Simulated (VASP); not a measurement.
A cell of Au (fcc) near equilibrium:

```xyz
1
Lattice="0.0000 2.0405 2.0405 2.0405 0.0000 2.0405 2.0405 2.0405 0.0000" Properties=species:S:1:pos:R:3 pbc="T T T"
Au     0.0000     0.0000     0.0000
```

Method: PBEsol GGA, VASP's PBE PAW potentials (set 64) (plane waves; VASP).

```tsv
run	ΔE (meV/atom)	σxx	σyy	σzz	largest shear component, with its sign (GPa)	largest force (eV/Å)
as it is	0.0	0.00	0.00	0.00	0.00	0.000
after one change	1.1	1.89	1.89	1.71	0.00	0.000
```
Stress is in GPa, positive when the cell is compressed.

Q: Which change was made?
A) biaxial strain of -4.0 % in the yz plane
B) isotropic strain of +2.0 %
C) biaxial strain of -0.5 % in the xy plane
D) uniaxial strain of +2.0 % along y

A: C, biaxial strain of -0.5 % in the xy plane

The compound is Au in the fcc structure.
